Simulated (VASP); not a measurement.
Calculation: PBE GGA, VASP's PBE PAW potentials (set 64) (plane waves; VASP).

The input files of a VASP run:

### POSCAR
```
KCl
1
    0.0000000000     3.1919840152     3.1919840152
    3.1919840152     0.0000000000     3.1919840152
    3.1919840152     3.1919840152     0.0000000000
K Cl
1 1
Direct
  0.0000000000   0.0000000000   0.0000000000
  0.5000000000   0.5000000000   0.5000000000
```

KPOINTS:
```
K-points
0
Gamma
  9 9 9
```

### INCAR
```
# general
SYSTEM  = KCl
PREC    = Accurate
ENCUT   = 400
LREAL   = .FALSE.
LASPH   = .TRUE.
NBANDS  = 36

# electronic loop
EDIFF   = 1E-7
NELM    = 100
ALGO    = Normal

# smearing
ISMEAR  = 0
SIGMA   = 0.01

# functional
GGA     = PE

# output
LWAVE   = .FALSE.
LCHARG  = .FALSE.
NEDOS   = 1001

# other
LOPTICS = .TRUE.
CSHIFT  = 0.1
```

POTCAR, in this order: K_sv Cl (PBE.64 set). Program: vasp_std.

What VASP printed:

OSZICAR:
```
       N       E                     dE             d eps       ncg     rms          rms(c)
DAV:   1     0.102590530824E+03    0.10259E+03   -0.50263E+03  2520   0.321E+02
DAV:   2    -0.298345430126E+01   -0.10557E+03   -0.97155E+02  3096   0.121E+02
DAV:   3    -0.702130479937E+01   -0.40379E+01   -0.39988E+01  3188   0.207E+01
DAV:   4    -0.711500221696E+01   -0.93697E-01   -0.93585E-01  3432   0.271E+00
DAV:   5    -0.711519727962E+01   -0.19506E-03   -0.19506E-03  3080   0.141E-01    0.315E+00
DAV:   6    -0.681262430402E+01    0.30257E+00   -0.93379E-02  3236   0.134E+00    0.252E+00
DAV:   7    -0.679740236061E+01    0.15222E-01   -0.39325E-02  3140   0.785E-01    0.150E+00
DAV:   8    -0.680952316842E+01   -0.12121E-01   -0.10552E-02  2888   0.393E-01    0.195E-01
DAV:   9    -0.681008488058E+01   -0.56171E-03   -0.48726E-04  3308   0.829E-02    0.111E-01
DAV:  10    -0.681076451758E+01   -0.67964E-03   -0.44895E-04  2828   0.671E-02    0.164E-02
DAV:  11    -0.681077279618E+01   -0.82786E-05   -0.12294E-05  3132   0.107E-02    0.103E-02
DAV:  12    -0.681077573964E+01   -0.29435E-05   -0.33477E-06  2840   0.591E-03    0.509E-03
DAV:  13    -0.681077598752E+01   -0.24788E-06   -0.69992E-08  3124   0.102E-03    0.187E-03
DAV:  14    -0.681077615115E+01   -0.16363E-06   -0.25586E-08  2560   0.620E-04    0.155E-04
DAV:  15    -0.681077613659E+01    0.14556E-07   -0.25025E-09  2092   0.214E-04
   1 F= -.68107761E+01 E0= -.68107761E+01  d E =-.104442E-14
 imaginary and real dielectric function
```

File OUTCAR:
```
------------------------ aborting loop because EDIFF is reached ----------------------------------------
  FORCE on cell =-STRESS in cart. coord.  units (eV):
  Direction    XX          YY          ZZ          XY          YZ          ZX
  --------------------------------------------------------------------------------------
  Total        0.0004964      0.0004964      0.0004964     -0.0000000     -0.0000000      0.0000000
  in kB        0.0122277      0.0122277      0.0122277     -0.0000000     -0.0000000      0.0000000
  external PRESSURE =       0.0122277 kB  Pullay stress =       0.0000000 kB
  volume of cell :       65.04
      direct lattice vectors                 reciprocal lattice vectors
     0.000000000  3.191984015  3.191984015    -0.156642388  0.156642388  0.156642388
     3.191984015  0.000000000  3.191984015     0.156642388 -0.156642388  0.156642388
     3.191984015  3.191984015  0.000000000     0.156642388  0.156642388 -0.156642388
  FREE ENERGIE OF THE ION-ELECTRON SYSTEM (eV)
  ---------------------------------------------------
  free  energy   TOTEN  =        -6.8107761366 eV

  energy  without entropy=       -6.8107761366  energy(sigma->0) =       -6.81077614

 plasma frequency squared (from intraband transitions) (eV^2)
  --------------------------------------------------------------------------------------
       0.000      -0.000       0.000
      -0.000       0.000      -0.000
       0.000      -0.000       0.000

 plasma frequency squared (from interband transitions, int dw w eps(2)(w)) (eV^2)
  --------------------------------------------------------------------------------------
     267.500       0.000      -0.000      -0.000       0.000      -0.000
      -0.000       0.000     267.500       0.000      -0.000      -0.000
       0.000       0.000      -0.000       0.000     267.500       0.000
```
(Selected blocks of OUTCAR.)

File OUTCAR:
```
 val. band max:       -2.0067828209   @ k =   0.0000   0.0000   0.0000

 cond. band min:       3.0336394823   @ k =   0.0000   0.0000   0.0000


 Fermi energy:        -1.9579723633

 k-point     1 :       0.0000    0.0000    0.0000
  band No.  band energies     occupation
      1     -29.3129      2.00000
      2     -14.0801      2.00000
      3     -12.7722      2.00000
      4     -12.7722      2.00000
      5     -12.7722      2.00000
      6      -2.0068      2.00000
      7      -2.0068      2.00000
      8      -2.0068      2.00000
      9       3.0336      0.00000
     10       6.3456      0.00000
     11       6.3456      0.00000
     12       6.3456      0.00000
     13       7.1986      0.00000
     14       7.1986      0.00000
     15      10.8181      0.00000
     16      14.1271      0.00000
     17      14.1271      0.00000
     18      14.1271      0.00000
     19      15.4624      0.00000
     20      15.4624      0.00000
     21      15.4624      0.00000
     22      16.6487      0.00000
     23      16.6487      0.00000
     24      19.1610      0.00000
     25      19.1610      0.00000
     26      19.1610      0.00000
     27      20.8846      0.00000
     28      23.8500      0.00000
     29      23.8500      0.00000
     30      24.0619      0.00000
     31      24.0619      0.00000
     32      24.0619      0.00000
     33      25.4760      0.00000
     34      25.4760      0.00000
     35      25.4760      0.00000
     36      27.3719      0.00000

 k-point     2 :       0.1111    0.0000    0.0000
  band No.  band energies     occupation
      1     -29.3119      2.00000
      2     -14.1027      2.00000
      3     -12.7731      2.00000
      4     -12.7731      2.00000
      5     -12.7440      2.00000
      6      -2.1490      2.00000
      7      -2.0429      2.00000
      8      -2.0429      2.00000
      9       3.3212      0.00000
     10       6.2451      0.00000
     11       6.4940      0.00000
     12       6.4940      0.00000
...
```

The compound is KCl in the rock salt structure. It was relaxed first.
